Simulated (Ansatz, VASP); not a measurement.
CsPbI2Br in VASP and in Ansatz

```
Cs Pb I Br
1.0
     6.37530    0.00000    0.00000
     0.00000    6.37530    0.00000
     0.00000    0.00000    6.20071
Cs Pb I Br
1 1 2 1
Direct
  0.50000 0.50000 0.50000
  0.00000 0.00000 0.00000
  0.00000 0.50000 0.00000
  0.50000 0.00000 0.00000
  0.00000 0.00000 0.50000
```

Change from the starting cell: strain +0.0400 x Voigt [0, 0, 1, 0, 0, 0], atoms carried along.

Alike in both runs: task single point; functional LDA; k mesh 4 × 4 × 6; occupations gaussian, width 0.05 eV; no spin polarisation.

```csv
,VASP,Ansatz
version,VASP 6.6.1,Ansatz 0.2.0
potentials or method,"VASP PAW LDA potentials, release 64 (Cs_sv, Pb_d, I, Br)","scalar-relativistic, plane waves, PAW"
plane-wave cutoff (eV),520,420
valence electrons in the cell,44,64
```

```tsv
	VASP	Ansatz	Ansatz less VASP
gap on the k mesh at the Fermi level (eV)	1.43	1.45	+0.025
least direct gap on the mesh (eV)	1.43	1.45	+0.025
pressure (GPa)	-2.1	-2.2	-0.02
largest component of the traceless stress (GPa)	0.82	0.81	-0.001
```

The two sets of potentials don't hold the same shells in valence.

Caveats: spin-orbit coupling is left out, which as a rule narrows the gap of such compounds by several tenths of an eV. A k mesh can miss the band edges.
